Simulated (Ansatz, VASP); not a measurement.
**Ta2Se in two plane-wave programs**

Wanted: the spread between two codes on one cell, functional and k mesh. Of the first pair: The cell is taken from a series of VASP runs on this material, whose earlier steps may have relaxed, scaled or displaced it; both programs get it as it stands. Valence electrons are named where the data sets of a main pair hold unlike numbers.

Method: plane waves, with VASP 6.6.1 beside it; single point at r2SCAN, in Ansatz 0.2.0.

### Step 1. The structure

It takes space group P4/nmm (No. 129, tetragonal). Conventional cell: a = 3.382 Å, b = 3.382 Å, c = 10.267 Å, α = 90.00°, β = 90.00°, γ = 90.00°. Nearest to Ta lie 4 Se at 2.69 Å and 4 Ta at 2.89 Å. Ta has 8 Ta at 2.83 to 2.89 Å and 1 Se at 2.85 Å nearest. Nearest to Se lie 5 Ta at 2.69 to 2.85 Å. Farther neighbours and most contacts between anions are not listed.

### Step 2. Ansatz: single point, r2SCAN

Ansatz runs on its default PAW (the set named soft_2) files.

With cell and atoms fixed, the geometry can't cause a difference; cores, projectors, grids and the points listed under the comparison can.

Contents of input.yaml:

```yaml
crystal:
  lattice:
    - [3.3818935819, 0.0, 0.0]
    - [0.0, 3.3818935819, 0.0]
    - [0.0, 0.0, 10.2666881989]
  atoms:
    - { symbol: Ta, position: [0.5, 0.0, 0.7676005595] }
    - { symbol: Ta, position: [0.0, 0.5, 0.2323994405] }
    - { symbol: Ta, position: [0.5, 0.0, 0.0738610002] }
    - { symbol: Ta, position: [0.0, 0.5, 0.9261389998] }
    - { symbol: Se, position: [0.5, 0.0, 0.3513758601] }
    - { symbol: Se, position: [0.0, 0.5, 0.6486241399] }
hamiltonian:
  xc: r2scan
  pseudopotentials: { kind: paw }
kpoints:
  mp_grid: { grid: [10, 10, 4] }
scf:
  occupations: { method: tetrahedron }
output:
  forces: true
  stress: true
```

The run is started by

```bash
$ ansatz run input.yaml --threads 4 --pin off --max-ram 9216MiB --backend cpu --events-out ev --progress --plain --runs-dir out
```

Numbers of over 12 decimals in the logs are rounded to 6 here.

What it wrote:

```text
Warning: output.forces, output.stress, relax.cell or npt_langevin: where a Kohn–Sham band that disperses or a degenerate level is filled in part under the method tetrahedron, the forces or the stress that this run publishes need not agree with its energy (scf.occupations.method in the input reference, under Limitations); prefer a smearing scheme for the forces or the stress
Engine: ansatz 0.2.0, aarch64-unknown-linux-gnu
Pseudopotentials: kind: paw
Pseudopotential: Ta, paw, valence charge 13, recommended cutoff 500 eV (meta_gga), Ta.paw.azcp
Pseudopotential: Se, paw, valence charge 16, recommended cutoff 500 eV (meta_gga), Se.paw.azcp
Functional definition: r2SCAN
  parameter k0 = 0.174
  parameter k1 = 0.065
  parameter a1 = 4.9479
  exchange = r2scan_x(k0 = k0, k1 = k1, a1 = a1)
  correlation = r2scan_c
Crystal: 6 atoms, lattice volume = 117.422 Å³
Basis set: ecut = 500 eV, 2997 PW (Γ), exchange–correlation on 100×100×300 points (64 copies of the dense FFT grid, shifted against one another)
Bands: 51, of which v1, the nominal top of the filled ones, is band 42 counted from 1 (41 counted from 0)
Symmetry: 16 space group operations
Space group: P4/nmm (ITA 129), of the structure as read, at distance tolerance 4.9e-5 Å
k-points: 63 of 400
Non-local potential: Ta, projectors of the file, l = 0: 3, l = 1: 2, l = 2: 2, l = 3: 1
Non-local potential: Se, projectors of the file, l = 0: 2, l = 1: 2, l = 2: 3, l = 3: 1
PAW form: soft (Blöchl's): semilocal exchange-correlation on the pseudo side does not see the compensation charge
PAW frozen core: Ta, regenerated for the run's functional (the file was generated under x = pbe(κ = 0.804, μ = 0.219515), c = pbe(β = 0.066725))
PAW frozen core: Se, regenerated for the run's functional (the file was generated under x = pbe(κ = 0.804, μ = 0.219515), c = pbe(β = 0.066725))
PAW one-centre angular grid: Ta, 590 points (default); XC on 160 Gauss nodes
PAW one-centre angular grid: Se, 590 points (default); XC on 160 Gauss nodes
Initial density: superposition of atomic densities (neutral atoms: chi_scale 0, normalization atom), corrected by the library's trained network
Initial wavefunctions: pseudopotential atomic-orbital guess
Functional: x = r2scan, c = r2scan; τ floored in thin density (d = 2e-4 eV/Å³)
SCF iter   1: F=—  HF=-50736.578044 eV  |F-HF|=—  |Δ(HF+E_count)|=         —  Δρ=8.49e-3  dr2=1.83e-1  dr2_τ=8.60e-2  ethr=1.77e-3  ⟨swp⟩=6.4  Hψ=12023  notcnv=0
preconditioner: auto → Kerker (q_TF=auto, 2.580 Å⁻¹)  [metal: no gap  n_scr=28 (ndim 8)  ℏωp=19.4 eV  f_vac=0.017]
SCF iter   2: F=—  HF=-50736.679467 eV  |F-HF|=—  |Δ(HF+E_count)|=   1.01e-1  Δρ=5.22e-3  dr2=4.34e-2  dr2_τ=2.40e-3  ethr=2.18e-4  ⟨swp⟩=2.4  Hψ=4960  notcnv=0  defer=146
SCF iter   3: F=—  HF=-50736.684699 eV  |F-HF|=—  |Δ(HF+E_count)|=   5.23e-3  Δρ=1.75e-3  dr2=1.36e-2  dr2_τ=6.55e-4  ethr=5.17e-5  ⟨swp⟩=2.4  Hψ=4106  notcnv=0  defer=146
SCF iter   4: F=—  HF=-50736.684464 eV  |F-HF|=—  |Δ(HF+E_count)|=   2.36e-4  Δρ=5.74e-4  dr2=1.44e-3  dr2_τ=1.98e-5  ethr=1.61e-5  ⟨swp⟩=2.4  Hψ=4224  notcnv=0  defer=146
SCF iter   5: F=—  HF=-50736.684435 eV  |F-HF|=—  |Δ(HF+E_count)|=   2.86e-5  Δρ=2.08e-4  dr2=4.08e-4  dr2_τ=1.58e-5  ethr=1.71e-6  ⟨swp⟩=2.2  Hψ=4307  notcnv=0  defer=146
SCF iter   6: F=—  HF=-50736.684381 eV  |F-HF|=—  |Δ(HF+E_count)|=   5.38e-5  Δρ=8.70e-5  dr2=6.79e-5  dr2_τ=1.19e-6  ethr=4.86e-7  ⟨swp⟩=2.0  Hψ=5884  notcnv=0  defer=146
SCF iter   7: F=—  HF=-50736.684378 eV  |F-HF|=—  |Δ(HF+E_count)|=   3.53e-6  Δρ=4.46e-5  dr2=9.45e-6  dr2_τ=3.49e-7  ethr=8.08e-8  ⟨swp⟩=2.4  Hψ=4312  notcnv=0  defer=146
SCF iter   8: F=—  HF=-50736.684378 eV  |F-HF|=—  |Δ(HF+E_count)|=   2.60e-8  Δρ=1.93e-5  dr2=1.05e-6  dr2_τ=1.75e-8  ethr=1.13e-8  ⟨swp⟩=3.3  Hψ=5725  notcnv=0  defer=146
SCF iter   9: F=-50736.684378 eV  HF=-50736.684378 eV  |F-HF|=8.57e-9  |Δ(HF+E_count)|=   3.60e-7  Δρ=6.49e-6  dr2=7.08e-8  dr2_τ=3.10e-9  ethr=1.19e-10  ⟨swp⟩=6.9  Hψ=13820  notcnv=0
SCF 1 converged in 9 iterations: F = -50736.684378 eV  dr2 = 7.08e-8
  greatest PAW one-centre occupation: 1.000 electrons in one spin orbital (limit 2), on the Se atom at site 5 (counted from 0), in its partial waves of l = 2
SCF converged after 9 iterations
Stability not checked: this state was not tested for a lower state beside it, because cold or Methfessel-Paxton smearing, or corrected tetrahedra, fill the levels in a way that the test cannot read (fill_not_monotonic; see scf.lower_state_search)
Free energy (F): -50736.684378 eV
Harris-Foulkes:  -50736.684378 eV  (|F-HF|=8.57e-9)
Internal energy: -50736.683594 eV  (E = F + TS)
E sigma→0 (E₀):  -50736.684378 eV
Entropy (-TS):   -0.000785 eV (-0.131 meV/atom)
Fermi energy:    15.982878 eV
--- Per-component energies (eV) ---
  E_band       = -1236.109438
  E_kinetic    = 1708.970852
  E_local      = -7375.179994  (includes V_loc(G=0)·N_el)
  E_nonlocal   = -1130.469084
  E_hartree    = 3338.657991
  E_xc         = -1016.402990
  E_vxc        = -1102.348809  (∫ρ·V_xc dr)
  E_paw        = -37542.734038  (= ΣΔE_a)
  E_vpaw       = -69.426371  (= ΣTr[D̂ρ^β])
  E_aug_tail   = -0.000109  (compensation charges beyond the density's cutoff)
  E_vtau       = 55.032988  (kinetic-family band-sum trace: ∫τ·v_τ [+ j·A + Jᵃ·Aᵃ] dr)
  E_ewald      = -8712.971561
  E_core_change = -6.554662  (= ΣΔE_core)
  E_smearing   = -0.000785  (= −TS)
  E_closure    = 0.000000  (closes the sum)
  Σ components = -50736.684378   (vs F -50736.684378, Δ=0.00e0)
--- Forces (eV/Å), atoms counted from 1 ---
  atom   1  Ta     0.00000000     0.00000000    -0.03954873
  atom   2  Ta     0.00000000     0.00000000     0.03954873
  atom   3  Ta    -0.00000000     0.00000000     0.09878645
  atom   4  Ta    -0.00000000     0.00000000    -0.09878645
  atom   5  Se     0.00000000     0.00000000    -0.09281574
  atom   6  Se     0.00000000     0.00000000     0.09281574
  max |Σ_I F_I| component: 1.39e-17 eV/Å
--- Stress (GPa, compression-positive) ---
       -0.581091       0.000000       0.000000
        0.000000      -0.581091       0.000000
        0.000000       0.000000      -0.534397
  P = ⅓ Tr σ = -0.5655 GPa (-5.655 kbar)
--- Band table (eV; the first three rows and the last of 63) ---
  k-point 0: bands = [... 38 lower, 14.8453, 15.7898, 16.1397, 16.1397, 16.2574, 16.2574, 16.6840, 17.2991, ... 5 higher]
  k-point 1: bands = [... 38 lower, 14.8545, 15.7901, 16.1395, 16.1395, 16.2521, 16.2521, 16.6832, 16.9698, ... 5 higher]
  k-point 2: bands = [... 38 lower, 14.8638, 15.7904, 16.1393, 16.1393, 16.2469, 16.2469, 16.6824, 16.6872, ... 5 higher]
  k-point 62: bands = [... 38 lower, 13.9460, 13.9460, 15.3160, 15.3160, 17.0517, 17.0517, 19.0178, 19.0178, ... 5 higher]
```

It took 16 s on 4 threads of Arm Neoverse V1, shared host; peak memory 0.85 GiB.

Reading the cycles: dr2 is the Hartree energy of the density residual (eV), the measure of convergence; HF is the Harris–Foulkes estimate of the energy, which meets the free energy F at convergence.

The run ends at a pressure of -0.57 GPa, with forces up to 0.099 eV/Å.

### Step 3. VASP: single point, r2SCAN

The same cell, functional, mesh and smearing now go to VASP, with its own data sets.

Lines of VASP's logs that name or quote its potential files are left out, and so is its time.

Contents of INCAR:

```
SYSTEM = Ta2Se
PREC = Accurate
ENCUT = 400
EDIFF = 1E-06
NELM = 100
ISMEAR = -5
SIGMA = 0.05
LREAL = .FALSE.
ALGO = Normal
METAGGA = R2SCAN
LASPH = .TRUE.
NBANDS = 44
LORBIT = 11
LWAVE = .FALSE.
LCHARG = .FALSE.
KPAR = 4
NEDOS = 2001
```

Contents of POSCAR:

```
Ta2Se
1.0
    3.3818935819      0.0000000000      0.0000000000
    0.0000000000      3.3818935819      0.0000000000
    0.0000000000      0.0000000000     10.2666881989
Ta Se
4 2
Direct
    0.5000000000      0.0000000000      0.7676005595
    0.0000000000      0.5000000000      0.2323994405
    0.5000000000      0.0000000000      0.0738610002
    0.0000000000      0.5000000000      0.9261389998
    0.5000000000      0.0000000000      0.3513758601
    0.0000000000      0.5000000000      0.6486241399
```

Contents of KPOINTS:

```
Automatic mesh
0
Gamma
10 10 4
0 0 0
```

Potentials, in the order of the species: Ta_pv and Se (PBE family, release 64).

The run is started by

```bash
$ mpirun -np 4 vasp_std
```

What it wrote:

```text
[banner, memory and clock lines left out]
running    4 mpi-ranks, on    1 nodes
 distrk:  each k-point on    1 cores,    4 groups
 distr:  one band on    1 cores,    1 groups

 POSCAR found type information on POSCAR TaSe
 POSCAR found :  2 types and       6 ions
|                                                                             |
|               ----> ADVICE to this user running VASP <----                  |
|                                                                             |
|     You enforced a specific xc type in the INCAR file but a different       |
|     [... a line on the potential file left out ...]
|     I HOPE YOU KNOW WHAT YOU ARE DOING!                                     |
|                                                                             |

 LDA part: xc-table for (None), standard interpolation
 POSCAR, INCAR and KPOINTS ok, starting setup
 FFT: planning ... GRIDC
 FFT: planning ... GRID_SOFT
 FFT: planning ... GRID
 WAVECAR not read
 entering main loop
       N       E                     dE             d eps       ncg     rms          rms(c)
DAV:   1     0.296523974058E+03    0.29652E+03   -0.26311E+04  5560   0.107E+03
DAV:   2    -0.219413205826E+03   -0.51594E+03   -0.49607E+03  6320   0.345E+02
DAV:   3    -0.242871243117E+03   -0.23458E+02   -0.22894E+02  6672   0.709E+01
DAV:   4    -0.243269431093E+03   -0.39819E+00   -0.39641E+00  6600   0.916E+00
DAV:   5    -0.243275596816E+03   -0.61657E-02   -0.61636E-02  6628   0.104E+00    0.305E+01
DAV:   6    -0.226652301517E+03    0.16623E+02   -0.13279E+01  6512   0.260E+01    0.133E+01
DAV:   7    -0.226864495617E+03   -0.21219E+00   -0.89375E+00  6828   0.131E+01    0.750E+00
DAV:   8    -0.225994427409E+03    0.87007E+00   -0.23615E+00  6576   0.109E+01    0.153E+00
DAV:   9    -0.226063051084E+03   -0.68624E-01   -0.24651E-01  6272   0.256E+00    0.835E-01
DAV:  10    -0.226063405783E+03   -0.35470E-03   -0.89716E-03  6848   0.487E-01    0.362E-01
DAV:  11    -0.226063773700E+03   -0.36792E-03   -0.17725E-03  6920   0.199E-01    0.133E-01
DAV:  12    -0.226063788149E+03   -0.14449E-04   -0.23792E-04  6520   0.858E-02    0.368E-02
DAV:  13    -0.226063791721E+03   -0.35716E-05   -0.37353E-05  6368   0.314E-02    0.109E-02
DAV:  14    -0.226063786639E+03    0.50813E-05   -0.83475E-06  6444   0.141E-02    0.371E-03
DAV:  15    -0.226063785675E+03    0.96450E-06   -0.57185E-07  3252   0.401E-03
   1 F= -.22606379E+03 E0= -.22606379E+03  d E =0.000000E+00
|                                                                             |
|           W    W    AA    RRRRR   N    N  II  N    N   GGGG   !!!           |
|           W    W   A  A   R    R  NN   N  II  NN   N  G    G  !!!           |
|           W    W  A    A  R    R  N N  N  II  N N  N  G       !!!           |
|           W WW W  AAAAAA  RRRRR   N  N N  II  N  N N  G  GGG   !            |
|           WW  WW  A    A  R   R   N   NN  II  N   NN  G    G                |
|           W    W  A    A  R    R  N    N  II  N    N   GGGG   !!!           |
|                                                                             |
|     Tetrahedron method does not include variations of the Fermi             |
|     occupations, so forces and stress will be inaccurate. We suggest        |
|     using a different smearing scheme ISMEAR = 1 or 2 for metals in         |
|     relaxations.                                                            |
|                                                                             |
```

OUTCAR, selected parts (step 3):

```text
ion  position               nearest neighbor table
   1  0.500  0.000  0.768-   6 2.69   6 2.69   6 2.69   6 2.69   4 2.89   4 2.89   4 2.89   4 2.89
                             3 3.14
   2  0.000  0.500  0.232-   5 2.69   5 2.69   5 2.69   5 2.69   3 2.89   3 2.89   3 2.89   3 2.89
                             4 3.14
   3  0.500  0.000  0.074-   4 2.83   4 2.83   4 2.83   4 2.83   5 2.85   2 2.89   2 2.89   2 2.89
                             2 2.89   1 3.14
   4  0.000  0.500  0.926-   3 2.83   3 2.83   3 2.83   3 2.83   6 2.85   1 2.89   1 2.89   1 2.89
                             1 2.89   2 3.14
   5  0.500  0.000  0.351-   2 2.69   2 2.69   2 2.69   2 2.69   3 2.85
   6  0.000  0.500  0.649-   1 2.69   1 2.69   1 2.69   1 2.69   4 2.85

  LATTYP: Found a simple tetragonal cell.
 ALAT       =     3.3818935819
 C/A-ratio  =     3.0357809760

 Subroutine GETGRP returns: Found 16 space group operations
 (whereof  8 operations were pure point group operations)

The static configuration has the point symmetry D_2d.
 The point group associated with its full space group is D_4h.

 Found     63 irreducible k-points:

   k-points           NKPTS =     63   k-points in BZ     NKDIM =     63   number of bands    NBANDS=     44

   dimension x,y,z NGX =    24 NGY =   24 NGZ =   70
   dimension x,y,z NGXF=    48 NGYF=   48 NGZF=  140

   ENCUT  =  400.0 eV  29.40 Ry    5.42 a.u.   5.52  5.52 16.74*2*pi/ulx,y,z

   NELECT =      56.0000    total number of electrons

 k-points in reciprocal lattice and weights: Automatic mesh
   0.00000000  0.00000000  0.00000000       0.003
   0.10000000  0.00000000  0.00000000       0.010
   0.20000000  0.00000000  0.00000000       0.010
   0.30000000  0.00000000  0.00000000       0.010
   0.40000000  0.00000000  0.00000000       0.010
   0.50000000  0.00000000  0.00000000       0.005
   0.10000000  0.10000000  0.00000000       0.010
   0.20000000  0.10000000  0.00000000       0.020
   0.30000000  0.10000000  0.00000000       0.020
[...]
0.50000000  0.40000000  0.50000000       0.010
   0.50000000  0.50000000  0.50000000       0.003

 average (electrostatic) potential at core
       1 -43.1478       2 -43.1478       3 -42.0714       4 -42.0714       5 -58.0652
       6 -58.0652

 E-fermi :   5.9466

 k-point     1 :       0.0000    0.0000    0.0000
  band No.  band energies     occupation
    ...
     23       2.9732      2.00000
     24       2.9732      2.00000
     25       4.8173      2.00000
     26       5.7497      2.00000
     27       6.1071      1.05005
     28       6.1071     -0.32842
     29       6.2244     -0.13538
     30       6.2244      0.00000
     31       6.6407      0.00000
     32       7.2636      0.00000
    ...

 k-point     2 :       0.1000    0.0000    0.0000
  band No.  band energies     occupation
    ...
     24       3.2181      2.00000
     25       4.9756      2.00000
     26       5.6510      2.00000
     27       5.6781      2.02533
     28       5.9446      0.90983
     29       5.9523      0.10169
     30       6.2329      0.00000
     31       6.9855      0.00000
     32       7.2414      0.00000
     33       7.3813      0.00000
    ...

 k-point     3 :       0.2000    0.0000    0.0000
  band No.  band energies     occupation
    ...
     24       3.6257      2.00000
     25       4.8482      2.00000
     26       4.8509      2.00000
     27       5.5019      2.00000
     28       5.7282      2.11541
     29       6.2067     -0.15621
     30       6.4054      0.00000
     31       6.7551      0.00000
     32       6.8186      0.00000
     33       7.0120      0.00000
    ...

  Total       -0.1056718     -0.1056718     -0.0752441      0.0000000      0.0000000     -0.0000000
  in kB       -1.4418481     -1.4418481     -1.0266748      0.0000000      0.0000000     -0.0000000
  external PRESSURE =      -1.3034570 kB  Pullay stress =       0.0000000 kB

  energy-cutoff  :      400.00
  volume of cell :      117.42
      direct lattice vectors                 reciprocal lattice vectors
     3.381893582  0.000000000  0.000000000     0.295692332  0.000000000  0.000000000
     0.000000000  3.381893582  0.000000000     0.000000000  0.295692332  0.000000000
     0.000000000  0.000000000 10.266688199     0.000000000  0.000000000  0.097402393

 POSITION                                       TOTAL-FORCE (eV/Angst)
 -----------------------------------------------------------------------------------
      1.69095      0.00000      7.88072        -0.000000     -0.000000     -0.048369
      0.00000      1.69095      2.38597         0.000000      0.000000      0.048369
      1.69095      0.00000      0.75831        -0.000000     -0.000000      0.095698
      0.00000      1.69095      9.50838        -0.000000     -0.000000     -0.095698
      1.69095      0.00000      3.60747        -0.000000     -0.000000     -0.047165
      0.00000      1.69095      6.65922         0.000000      0.000000      0.047165
 -----------------------------------------------------------------------------------
    total drift:                                0.000000      0.000000      0.000000

  FREE ENERGIE OF THE ION-ELECTRON SYSTEM (eV)
  ---------------------------------------------------
  free  energy   TOTEN  =      -226.0637856749 eV

  energy  without entropy=     -226.0637856749  energy(sigma->0) =     -226.06378567

 total charge
# of ion       s       p       d       tot
------------------------------------------
    1        0.325   6.158   2.372   8.855
    2        0.325   6.158   2.372   8.855
    3        0.362   6.185   2.404   8.950
    4        0.362   6.185   2.404   8.950
    5        1.461   2.424   0.068   3.953
    6        1.461   2.424   0.068   3.953
--------------------------------------------------
tot          4.297  29.532   9.687  43.516

[... 3 further parts left out ...]
```

The PAW data sets were made with PBE, which is usual practice but a small mismatch for other functionals. With tetrahedra the forces and stress of a metal are not exact derivatives of the energy.

### Step 4. Differences

Known differences besides the potentials themselves: VASP keeps PBE cores, Ansatz makes them for the functional; the data sets hold 84 valence electrons in Ansatz (on its default PAW (the set named soft_2) files) and 56 in VASP; the cutoff is 500 eV in Ansatz and 400 eV in VASP. Total energies have different zeros and are not compared.

The two programs side by side:

```csv
quantity,Ansatz,VASP,difference
pressure (GPa),-0.57,-0.13,-0.44
```

Forces (eV/Å; atoms numbered as in POSCAR):

```csv
atom,"Ansatz x, y, z","VASP x, y, z"
Ta1,"0.000, 0.000, -0.040","0.000, 0.000, -0.048"
Ta2,"0.000, 0.000, 0.040","0.000, 0.000, 0.048"
Ta3,"0.000, 0.000, 0.099","0.000, 0.000, 0.096"
Ta4,"0.000, 0.000, -0.099","0.000, 0.000, -0.096"
Se5,"0.000, 0.000, -0.093","0.000, 0.000, -0.047"
Se6,"0.000, 0.000, 0.093","0.000, 0.000, 0.047"
```

The forces differ by 16 meV/Å r.m.s., which is 39.8 % of the r.m.s. force of 0.039 eV/Å (both taken over all components).

### Step 5. Other set-ups

Further runs change the set-up of one program: Ansatz's method, potentials or start, or VASP's data sets, cutoff or form of LDA. The table gives Ansatz less VASP for each quantity, since a change that brings one quantity closer may part another.

```csv
run,r.m.s. force difference (meV/Å),pressure (GPa)
as above,16,-0.44
cores kept as stored,19,-0.58
Ansatz's larger PAW set (cutoff 640 eV),15,-0.40
```

[end of part 1 of 2]

[Lines on the potential files, build, host, timing and source positions are cut from VASP's logs without a mark.]

[Logs are printed without paths, hosts, clocks, repeated set-up lines and the standing remarks that a program may print on its own settings, such as how far it seeks lower states.]

[Hosts, paths, dates, database ids (printed as entryN), source tags and the programs' standing remarks are cut or masked in the printed files.]
